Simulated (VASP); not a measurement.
Input of a VASP 6.6.1 run:

The input INCAR:

```
SYSTEM = SnCl
ALGO = Normal
EDIFF = 1E-7
ENCUT = 450
GGA = PE
ISIF = 2
ISMEAR = 0
LASPH = .TRUE.
LCHARG = .FALSE.
LREAL = .FALSE.
LWAVE = .FALSE.
NELM = 100
PREC = Accurate
SIGMA = 0.02
```

The input KPOINTS:

```
k-points
0
G
  4 4 1
  0 0 0
```

POSCAR

```
SnCl
1.0
    3.4975457026      0.0000000000      0.0000000000
   -1.7487728513      3.0289634293      0.0000000000
    0.0000000000      0.0000000000     10.0622090000
Sn Cl
2 2
Direct
    0.6666666667      0.3333333333      0.8205100000
    0.3333333333      0.6666666667      0.3205100000
    0.6666666667      0.3333333333      0.5544910000
    0.3333333333      0.6666666667      0.0544910000
```

Potentials or basis: VASP PAW PBE potentials, release 64 (Sn_d_GW, Cl_GW).

Command:

```bash
$ cat potpaw_PBE.64/Sn_d_GW/POTCAR potpaw_PBE.64/Cl_GW/POTCAR > POTCAR
$ mpirun -np 1 vasp_std > vasp.out
```

Q: Predict the pressure.

A: 0.7 GPa.

Q: Estimate the largest force.

A: 0.021 eV/Å.

Q: What does it give for the band gap on the k mesh?

A: None (metal or under the smearing width).

Forces on the atoms (eV/Å):
```
Sn   0.000  0.000 -0.021
Sn   0.000  0.000 -0.021
Cl   0.000  0.000  0.021
Cl   0.000  0.000  0.021
```

Caveat: the k mesh is coarse (spacing up to 0.62 Å⁻¹), so the values aren't converged.
